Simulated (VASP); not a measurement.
TiPt3:

```
Ti Pt
1.0
     0.00000    4.09259    4.09259
     4.09259    0.00000    4.09259
     4.09259    4.09259    0.00000
Ti Pt
2 6
Cartesian
  0.0000 0.0000 0.0000
  4.0926 4.0926 4.0926
  6.1025 4.0926 4.0926
  2.0827 4.0926 4.0926
  4.0926 6.1025 4.0926
  4.0926 2.0827 4.0926
  4.0926 4.0926 6.1025
  4.0926 4.0926 2.0827
```

The cell was built by a generator and needn't be a form met in nature.

The cell isn't the ideal one: random cell by space group and Wyckoff sites (Fm-3m, No. 225).

```yaml
Program: VASP 6.6.1
Task: relaxation of cell and atoms
Functional: PBE
Potentials_or_basis: VASP PAW PBE potentials, release 64 (Ti_sv, Pt)
Cutoff: 600 eV
k_mesh: 4 × 4 × 4
Occupations: gaussian, width 0.1 eV
Spin: no spin polarisation
```

At the start: pressure 91.3 GPa; volume 17.14 Å³/atom.

Q: Where does the relaxation end?

A: Over 10 steps the energy falls by 1741.5 meV/atom and the volume is 26.23 Å³/atom (+53.1 %); space group Pm-3m (No. 221, to 0.05 Å).

The path:
| step | energy change (eV) | largest force (eV/Å) | pressure (GPa) | volume (Å³) |
| --- | --- | --- | --- | --- |
| 1 | 0.0000 | 3.3169 | 91.26 | 137.10 |
| 2 | -0.7137 | 0.7638 | -8.97 | 436.27 |
| 3 | -13.4363 | 0.9292 | -4.50 | 227.59 |
| 4 | -13.6506 | 1.0205 | -2.45 | 219.16 |
| 5 | -13.7476 | 1.1203 | 0.93 | 208.58 |
| 6 | -13.7472 | 1.1060 | 0.34 | 210.22 |
| 7 | -13.9099 | 0.1957 | -1.29 | 213.49 |
| 8 | -13.9113 | 0.1083 | -1.40 | 213.84 |
| 9 | -13.9268 | 0.0969 | 0.66 | 207.95 |
| 10 | -13.9316 | 0.0250 | -0.05 | 209.84 |

Final structure:
```
CELL_PARAMETERS angstrom
0.00000 4.71647 4.71647
4.71647 0.00000 4.71647
4.71647 4.71647 0.00000
ATOMIC_POSITIONS crystal
Ti 0.00000 0.00000 0.00000
Ti 0.50000 0.50000 0.50000
Pt 0.25013 0.74987 0.74987
Pt 0.74987 0.25013 0.25013
Pt 0.74987 0.25013 0.74987
Pt 0.25013 0.74987 0.25013
Pt 0.74987 0.74987 0.25013
Pt 0.25013 0.25013 0.74987
```

Caveat: the volume moved by over 15 % at a fixed basis, so the end points are rough.
